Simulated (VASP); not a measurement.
The cell holds one Y (hcp) (0 0 0 1) slab, with vacuum along c, ions free to move until forces fall under 0.03 eV/Å, no reconstruction beyond this cell, dipole correction on.

Consider the following.

```yaml
crystal:
  lattice:
    - [3.60115, 0.00000, 0.00000]
    - [-1.80057, 3.11869, 0.00000]
    - [0.00000, 0.00000, 25.60539]
  atoms:
    - { symbol: Y, position: [0.66667, 0.33333, 0.44490] }
    - { symbol: Y, position: [0.33333, 0.66667, 0.33809] }
    - { symbol: Y, position: [0.66667, 0.33333, 0.66191] }
    - { symbol: Y, position: [0.33333, 0.66667, 0.55510] }
```

Method: PBEsol GGA, VASP's PBE PAW potentials (set 64) (plane waves; VASP). Run with 400 eV cut-off, 9×9×1 Γ-centred mesh, first-order Methfessel-Paxton smearing of 0.10 eV, potentials Y_sv.

Slab and bulk use different k-meshes, so the surface energy is good to a few per cent at best.

Task: Predict its surface energy, work function, band gap (on the k-mesh).

Result: 
surface energy: 69 meV/Å²
work function: 3.28 eV
band gap (on the k-mesh): none (metal, semimetal or under 0.01 eV)

The cell is a thin slab with vacuum, built from Y (hcp): (001) face.
